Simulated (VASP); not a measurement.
Wanted: an ASE script for a VASP 6.6.1 run.

* Task: single point
* Functional: RPBE
* Potentials or basis: VASP PAW PBE potentials, release 64 (Nb_sv, Cu, Mg)
* Cutoff: 520 eV
* k mesh: 6 × 5 × 5
* Occupations: gaussian, width 0.02 eV
* Spin: no spin polarisation
* Further INCAR settings: ALGO = Normal; EDIFF = 1.00e-06

The structure of Mg6NbCu lies in Mg6NbCu.xyz:

```xyz
8
Lattice="4.8366060000 0.0000000000 0.0000000000 0.0000000000 3.0262720000 5.4042555000 0.0000000000 -3.0262720000 5.4042555000" Properties=species:S:1:pos:R:3 pbc="T T T"
Nb     2.4183030000      0.0000000000      7.3277273090
Cu     0.0000000000      0.0000000000      8.8229875293
Mg     2.4183030000      0.0000000000      1.8036054221
Mg     2.4183030000     -1.5580519290      4.5245507897
Mg     2.4183030000      1.5580519290      4.5245507897
Mg     0.0000000000      0.0000000000      3.5734990983
Mg     0.0000000000     -1.4602670282      6.3285561267
Mg     0.0000000000      1.4602670282      6.3285561267
```

The cell comes from a database or a generator and needn't be the stable form of this composition.

These files were run (other wordings do the same):

run.py

```python
from ase.calculators.vasp import Vasp
from ase.dft.bandgap import bandgap
from ase.io import read

atoms = read('Mg6NbCu.xyz')
calc = Vasp(
    directory='calc',
    xc='rpbe',
    pp='PBE',
    setups='recommended',
    prec='Accurate',
    encut=520,
    ediff=1e-06,
    ismear=0,
    sigma=0.02,
    lreal=False,
    lasph=True,
    nelm=80,
    algo='Normal',
    isif=2,
    lwave=False,
    lcharg=False,
    kpts=[6, 5, 5],
    gamma=True,
)
atoms.calc = calc

print('energy (eV):', atoms.get_potential_energy())
print('free energy (eV):', atoms.get_potential_energy(force_consistent=True))
print('forces (eV/A):')
print(atoms.get_forces())
print('stress (eV/A^3, Voigt):', atoms.get_stress())
print('Fermi level (eV):', calc.get_fermi_level())
gap, top, bottom = bandgap(calc)
print('band gap (eV):', gap, 'from (spin, k, band)', top, 'to', bottom)
```

Potentials or basis: VASP PAW PBE potentials, release 64 (Nb_sv, Cu, Mg).

Run with:

```bash
$ python run.py
```

Results of the run:

- Pressure: 1.8 GPa
- Largest force: 0.087 eV/Å
- Band gap on the k mesh: none (metal or under the smearing width)

Caveat: the PAW data sets were made with another functional, which shifts forces and pressure a little.

Wall time 3.4 min on 1 thread of Intel(R) Xeon(R) Platinum 8488C (Sapphire Rapids), on a shared host, peak memory 0.36 GiB.
